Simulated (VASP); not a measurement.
Output of a VASP run:

OUTCAR:
```
 ion  position               nearest neighbor table
   1  0.000  0.000  0.000-   4 1.89   5 1.89   4 1.89   5 1.89   3 1.91   6 1.91
   2  0.500  0.500  0.500-   3 1.89   6 1.89   3 1.89   6 1.89   5 1.91   4 1.91
   3  0.304  0.304  0.000-   2 1.89   2 1.89   1 1.91
   4  0.804  0.196  0.500-   1 1.89   1 1.89   2 1.91
   5  0.196  0.804  0.500-   1 1.89   1 1.89   2 1.91
   6  0.696  0.696  0.000-   2 1.89   2 1.89   1 1.91
  LATTYP: Found a simple tetragonal cell.
 ALAT       =     4.4278492796
 C/A-ratio  =     0.6488637686
 Subroutine PRICEL returns:
 Original cell was already a primitive cell.
 Subroutine GETGRP returns: Found 16 space group operations
The static configuration has the point symmetry D_2h.
 The point group associated with its full space group is D_4h.
The dynamic configuration has the point symmetry D_2h.
The overall configuration has the point symmetry D_2h.
 Subroutine INISYM returns: Found 16 space group operations
 Subroutine IBZKPT returns following result:
 Found     60 irreducible k-points:

 Following reciprocal coordinates:
            Coordinates               Weight
  0.000000  0.000000  0.000000      1.000000
  0.142857  0.000000  0.000000      4.000000
  0.285714  0.000000  0.000000      4.000000
  0.428571  0.000000  0.000000      4.000000
  0.142857  0.142857  0.000000      4.000000
  0.285714  0.142857  0.000000      8.000000
  0.428571  0.142857  0.000000      8.000000
  0.285714  0.285714  0.000000      4.000000
  0.428571  0.285714  0.000000      8.000000
  0.428571  0.428571  0.000000      4.000000
  0.000000  0.000000  0.090909      2.000000
  0.142857  0.000000  0.090909      8.000000
  0.285714  0.000000  0.090909      8.000000
  0.428571  0.000000  0.090909      8.000000
  0.142857  0.142857  0.090909      8.000000
  0.285714  0.142857  0.090909     16.000000
  0.428571  0.142857  0.090909     16.000000
  0.285714  0.285714  0.090909      8.000000
  0.428571  0.285714  0.090909     16.000000
  0.428571  0.428571  0.090909      8.000000
  0.000000  0.000000  0.181818      2.000000
  0.142857  0.000000  0.181818      8.000000
  0.285714  0.000000  0.181818      8.000000
  0.428571  0.000000  0.181818      8.000000
  0.142857  0.142857  0.181818      8.000000
  0.285714  0.142857  0.181818     16.000000
  0.428571  0.142857  0.181818     16.000000
  0.285714  0.285714  0.181818      8.000000
  0.428571  0.285714  0.181818     16.000000
  0.428571  0.428571  0.181818      8.000000
  0.000000  0.000000  0.272727      2.000000
  0.142857  0.000000  0.272727      8.000000
  0.285714  0.000000  0.272727      8.000000
  0.428571  0.000000  0.272727      8.000000
  0.142857  0.142857  0.272727      8.000000
  0.285714  0.142857  0.272727     16.000000
  0.428571  0.142857  0.272727     16.000000
  0.285714  0.285714  0.272727      8.000000
  0.428571  0.285714  0.272727     16.000000
  0.428571  0.428571  0.272727      8.000000
   k-points           NKPTS =     60   k-points in BZ     NKDIM =     60   number of bands    NBANDS=     30
   number of dos      NEDOS =    301   number of ions     NIONS =      6
   total plane-waves  NPLWV =  31104
   dimension x,y,z NGX =    36 NGY =   36 NGZ =   24
   dimension x,y,z NGXF=    72 NGYF=   72 NGZF=   48
   ions per type =               2   4
   PREC   = accura    normal or accurate (medium, high low for compatibility)
   ISTART =      0    job   : 0-new  1-cont  2-samecut
   ICHARG =      2    charge: 1-file 2-atom 10-const
   ISPIN  =      2    spin polarized calculation?
   LNONCOLLINEAR =      F non collinear calculations
   LSORBIT =      F    spin-orbit coupling
   INIWAV =      1    electr: 0-lowe 1-rand  2-diag
   ENCUT  =  620.0 eV  45.57 Ry    6.75 a.u.   8.99  8.99  5.83*2*pi/ulx,y,z
   NELM   =    100;   NELMIN=  2; NELMDL= -5     # of ELM steps
   EDIFF  = 0.1E-05   stopping-criterion for ELM
   LREAL  =      F    real-space projection
...
```

### OSZICAR
```
...
DAV:   3    -0.479164981154E+02    0.46956E+00   -0.29860E+00  9048   0.217E+01    0.322E+00
DAV:   4    -0.478580608776E+02    0.58437E-01   -0.58207E-01  7218   0.776E+00    0.106E+00
DAV:   5    -0.478564953249E+02    0.15656E-02   -0.25428E-02  7584   0.127E+00    0.547E-01
DAV:   6    -0.478555226554E+02    0.97267E-03   -0.36662E-03  7712   0.602E-01    0.283E-01
DAV:   7    -0.478552150104E+02    0.30765E-03   -0.10733E-03 10050   0.390E-01    0.783E-02
DAV:   8    -0.478552079606E+02    0.70498E-05   -0.12774E-04  8392   0.111E-01    0.414E-02
DAV:   9    -0.478552094606E+02   -0.15001E-05   -0.58543E-05  7904   0.531E-02    0.203E-02
DAV:  10    -0.478552074155E+02    0.20451E-05   -0.97269E-06  7230   0.225E-02    0.646E-03
DAV:  11    -0.478552072059E+02    0.20958E-06   -0.11098E-06  3614   0.101E-02
   2 F= -.46170467E+02 E0= -.46170619E+02  d E =0.390296E-02  mag=     0.0000
       N       E                     dE             d eps       ncg     rms          rms(c)
DAV:   1    -0.482146720947E+02   -0.35946E+00   -0.55147E+00  7200   0.287E+01    0.553E+00
DAV:   2    -0.482077286885E+02    0.69434E-02   -0.30264E+00  8512   0.243E+01    0.647E+00
DAV:   3    -0.479225034485E+02    0.28523E+00   -0.90843E-01  8850   0.124E+01    0.129E+00
DAV:   4    -0.479226659026E+02   -0.16245E-03   -0.19148E-01  7200   0.249E+00    0.981E-01
DAV:   5    -0.479157518278E+02    0.69141E-02   -0.18450E-02  8752   0.174E+00    0.361E-01
DAV:   6    -0.479153363111E+02    0.41552E-03   -0.11212E-02  7206   0.687E-01    0.206E-01
DAV:   7    -0.479149879681E+02    0.34834E-03   -0.13234E-03  7986   0.330E-01    0.394E-02
DAV:   8    -0.479149895997E+02   -0.16316E-05   -0.20277E-04  7332   0.898E-02    0.222E-02
DAV:   9    -0.479149906814E+02   -0.10817E-05   -0.68448E-06  7844   0.225E-02    0.862E-03
DAV:  10    -0.479149916929E+02   -0.10115E-05   -0.15610E-06  3648   0.112E-02    0.246E-03
DAV:  11    -0.479149916865E+02    0.63155E-08   -0.12562E-07  3606   0.354E-03
   3 F= -.46192446E+02 E0= -.46192556E+02  d E =-.180753E-01  mag=    -0.0000
       N       E                     dE             d eps       ncg     rms          rms(c)
DAV:   1    -0.479156088076E+02   -0.61711E-03   -0.56218E-01  7200   0.545E+00    0.524E-01
DAV:   2    -0.479156129734E+02   -0.41658E-05   -0.31877E-02  8416   0.213E+00    0.548E-01
DAV:   3    -0.479141181612E+02    0.14948E-02   -0.63903E-03  9700   0.111E+00    0.190E-01
DAV:   4    -0.479137041203E+02    0.41404E-03   -0.14966E-03  7998   0.323E-01    0.729E-02
DAV:   5    -0.479137036987E+02    0.42164E-06   -0.21486E-04  8088   0.104E-01    0.442E-02
DAV:   6    -0.479137008645E+02    0.28342E-05   -0.20180E-05  7954   0.594E-02    0.199E-02
DAV:   7    -0.479137000371E+02    0.82734E-06   -0.25726E-06  6880   0.147E-02
   4 F= -.46193273E+02 E0= -.46193373E+02  d E =-.827530E-03  mag=    -0.0000
       N       E                     dE             d eps       ncg     rms          rms(c)
DAV:   1    -0.479143679537E+02   -0.66709E-03   -0.29694E-02  7200   0.125E+00    0.121E-01
DAV:   2    -0.479143698446E+02   -0.18909E-05   -0.17107E-03  8460   0.496E-01    0.128E-01
DAV:   3    -0.479142868910E+02    0.82954E-04   -0.34483E-04  9678   0.258E-01    0.437E-02
DAV:   4    -0.479142644306E+02    0.22460E-04   -0.82438E-05  7968   0.734E-02    0.169E-02
DAV:   5    -0.479142642783E+02    0.15235E-06   -0.11366E-05  8078   0.249E-02    0.102E-02
DAV:   6    -0.479142641298E+02    0.14844E-06   -0.11166E-06  3656   0.146E-02
   5 F= -.46193349E+02 E0= -.46193451E+02  d E =-.903279E-03  mag=     0.0000
```

File OUTCAR:
```
------------------------ aborting loop because EDIFF is reached ----------------------------------------
  FORCE on cell =-STRESS in cart. coord.  units (eV):
  Direction    XX          YY          ZZ          XY          YZ          ZX
  --------------------------------------------------------------------------------------
  Total        1.7172485      1.7172485      1.7267410      0.0000000      0.0000000      0.0000000
  in kB       49.8934678     49.8934678     50.1692654      0.0000000      0.0000000      0.0000000
  external PRESSURE =      -0.0145996 kB  Pullay stress =      50.0000000 kB
  volume of cell :       55.14
      direct lattice vectors                 reciprocal lattice vectors
     4.393287345 -0.000000000  0.000000000     0.227619985  0.000000000  0.000000000
    -0.000000000  4.393287345  0.000000000     0.000000000  0.227619985  0.000000000
     0.000000000  0.000000000  2.857069559     0.000000000  0.000000000  0.350008979
 POSITION                                       TOTAL-FORCE (eV/Angst)
 -----------------------------------------------------------------------------------
      0.00000     -0.00000      0.00000        -0.000000      0.000000     -0.000000
      2.19664      2.19664      1.42853         0.000000      0.000000     -0.000000
      1.33437      1.33437      0.00000         0.000182      0.000182     -0.000000
      3.53101      0.86228      1.42853         0.000182     -0.000182      0.000000
      0.86228      3.53101      1.42853        -0.000182      0.000182     -0.000000
      3.05892      3.05892      0.00000        -0.000182     -0.000182      0.000000
 -----------------------------------------------------------------------------------
    total drift:                                0.000000     -0.000000      0.000000
  FREE ENERGIE OF THE ION-ELECTRON SYSTEM (eV)
  ---------------------------------------------------
  free  energy   TOTEN  =       -47.9142641298 eV

  energy  without entropy=      -47.9145711222  energy(sigma->0) =      -47.91436646
  enthalpy is  TOTEN    =       -46.1933489924 eV   P V=        1.7209151374

 total charge

# of ion       s       p       d       tot
------------------------------------------
    1        0.356   6.472   4.925  11.753
    2        0.356   6.472   4.925  11.753
    3        1.566   3.466   0.000   5.031
    4        1.566   3.466   0.000   5.031
    5        1.566   3.466   0.000   5.031
    6        1.566   3.466   0.000   5.031
--------------------------------------------------
tot          6.976  26.807   9.849  43.632

 magnetization (x)

# of ion       s       p       d       tot
------------------------------------------
    1        0.013   0.020   2.460   2.493
    2       -0.013  -0.020  -2.460  -2.493
    3       -0.001  -0.047   0.000  -0.048
    4        0.001   0.047   0.000   0.048
    5        0.001   0.047   0.000   0.048
    6       -0.001  -0.047   0.000  -0.048
--------------------------------------------------
tot          0.000   0.000  -0.000  -0.000

 reached required accuracy - stopping structural energy minimisation
```
(Selected blocks of OUTCAR.)

**POSCAR**
```
MnO2
1
    4.4278492796     0.0000000000     0.0000000000
    0.0000000000     4.4278492796     0.0000000000
    0.0000000000     0.0000000000     2.8730709702
Mn O
2 4
Direct
  0.0000000000   0.0000000000   0.0000000000
  0.5000000000   0.5000000000   0.5000000000
  0.3042856136   0.3042856136   0.0000000000
  0.8042856136   0.1957143864   0.5000000000
  0.1957143864   0.8042856136   0.5000000000
  0.6957143864   0.6957143864   0.0000000000
```

Question: Write an INCAR and KPOINTS that could have produced this output.

Answer: One answer among several that fit: the input of the run itself, PBE GGA, plane waves, VASP's PBE PAW potentials (set 64).

KPOINTS:
```
K-points
0
Gamma
 7 7 11
```

### INCAR
```
GGA=PE
LCHARG=F
LASPH=T   # aspherical one-centre terms
LWAVE=F
ISPIN=2
ENCUT=620   # plane-wave cut-off (eV)
SYSTEM=MnO2
EDIFFG=-0.02   # ionic stop
LMAXMIX=4   # l cut-off of mixed one-centre charges
LORBIT=10
ISMEAR=1
NELM=100   # most electronic steps
PSTRESS=50
ALGO=Normal   # blocked Davidson
LREAL=F   # projection in real space or not
IBRION=2   # conjugate gradients
MAGMOM=2.5 -2.5 -0.0 2*0.0 -0.0
SIGMA=0.1
ISIF=3
PREC=Accurate
EDIFF=1E-6
NSW=40
```

POTCAR, in this order: Mn_pv O (PBE.64 set). Program: vasp_std.

Energy and stress use the plane-wave basis of the starting cell.

The compound is MnO2 in the rutile structure. This run relaxes it under an external pressure of 5 GPa. Symmetry was kept, so distortions that lower it aren't found.
